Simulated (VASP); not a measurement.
Energy against volume of GaN (wurtzite). These are PBE GGA with D3 dispersion (zero damping), VASP's PBE PAW potentials (set 64) (plane waves; VASP) values and carry that method's errors. Numerical set-up: 520 eV cut-off, 8×8×4 Γ-centred mesh, Gaussian smearing of 0.050 eV, potentials Ga_d N.

Shape and ions are relaxed at each volume.

| V (Å³/atom) | E (eV/atom) |
|---|---|
| 11.224 | -6.24496 |
| 11.572 | -6.25125 |
| 11.919 | -6.24593 |
| 12.266 | -6.23078 |

Fit these four points and predict the energy of the run at 10.877 Å³/atom.

A cubic in V^(−2/3), the third-order Birch-Murnaghan form, passes through the four points with V0 = 11.58 Å³/atom and B0 = 177 GPa, and gives -6.2250 eV/atom there. The run gave -6.2250 eV/atom, +0.1 meV/atom from the fit; all five points give B0 = 178 GPa.

The compound is GaN in the wurtzite structure. It was relaxed first.
